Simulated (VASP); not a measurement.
VASP runs on SnTe (space group Fm-3m) share one base input (PBEsol GGA, plane waves, VASP's PBE PAW potentials (set 64)) and change the settings named in each case.

**INCAR**
```
! general
SYSTEM =SnTe
PREC   =Accurate
ENCUT  =300   ! plane-wave cut-off (eV)
LREAL  =.FALSE.
LASPH  =.TRUE.   ! aspherical one-centre terms

! electronic loop
EDIFF  =1E-6   ! SCF stop (eV)
NELM   =100
ALGO   =Normal   ! blocked Davidson
LMAXMIX=4

! smearing
ISMEAR =-1
SIGMA  =0.05   ! width (eV)

! functional
GGA    =PS   ! PBEsol

! ions
ISIF   =2

! output
LWAVE  =.FALSE.
LCHARG =.FALSE.
```

**POSCAR**
```
SnTe
1
    0.0000000000     3.1600000000     3.1600000000
    3.1600000000     0.0000000000     3.1600000000
    3.1600000000     3.1600000000     0.0000000000
Sn Te
1 1
Direct
  0.0000000000   0.0000000000   0.0000000000
  0.5000000000   0.5000000000   0.5000000000
```

### KPOINTS
```
Automatic mesh
0
G
7 7 7
```

POTCAR, in this order: Sn_d Te (PBE.64 set). Program: vasp_std.

```csv
change,E(σ→0) (eV/atom),pressure (GPa),−TS (eV)
base run,-4.1705,-0.97,-0.0001
"GGA removed, POTCAR Sn_d Te (LDA.64 set)",-4.4115,-2.09,-0.0001
"GGA_COMPAT = .FALSE., LNONCOLLINEAR = .TRUE., LSORBIT = .TRUE., MAGMOM = 0.0 0.0 0.0 0.0 0.0 0.0, program vasp_ncl",-4.2441,-0.93,-0.0003
KPOINTS 6×6×6 Γ-centred mesh,-4.1685,-0.91,-0.0021
```
 Energies of different potentials or functionals have different zeros.  Unless said otherwise, spin-orbit coupling is left out, though it shifts the bands of the heavy elements here. At 300 eV the pressure can carry a Pulay error.

Left out are runs that ran out of time, are held back, or changed the cell or the kind of run, fixed moments of cells without a moment, rows past the twelfth, gaps on odd meshes, pressures of charged cells and columns that move by less than the noise.

The structure is a typed SnTe crystal (Fm-3m). The cell was not relaxed at this level.
